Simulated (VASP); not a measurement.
GaN:

```
Ga N
1.0
     0.00000    2.25350    2.25350
     2.25350    0.00000    2.25350
     2.25350    2.25350    0.00000
Ga N
1 1
Direct
  0.00000 0.00000 0.00000
  0.75000 0.75000 0.75000
```

The cell is a database's computed one.

* Program: VASP 6.6.1
* Task: relaxation of cell and atoms
* Functional: PBE
* Potentials or basis: VASP PAW PBE potentials, release 64 (Ga_d, N)
* Cutoff: 600 eV
* k mesh: 10 × 10 × 10
* Occupations: gaussian, width 0.03 eV
* Spin: no spin polarisation

At the start: pressure 4.9 GPa; volume 11.44 Å³/atom.

Question: Where does the relaxation end?

Answer: Over 3 steps the energy falls by 4.7 meV/atom and the volume is 11.76 Å³/atom (+2.8 %); space group F-43m (No. 216, to 0.05 Å).

The path:
```csv
step,energy change (eV),largest force (eV/Å),pressure (GPa),volume (Å³)
1,0.0000,0.0000,4.92,22.89
2,-0.0029,0.0000,-3.73,24.07
3,-0.0095,0.0000,-0.08,23.52
```

Final structure:
```xyz
2
Lattice="0.0000 2.2741 2.2741 2.2741 0.0000 2.2741 2.2741 2.2741 0.0000" Properties=species:S:1:pos:R:3 pbc="T T T"
Ga    0.0000    0.0000    0.0000
N     3.4112    3.4112    3.4112
```
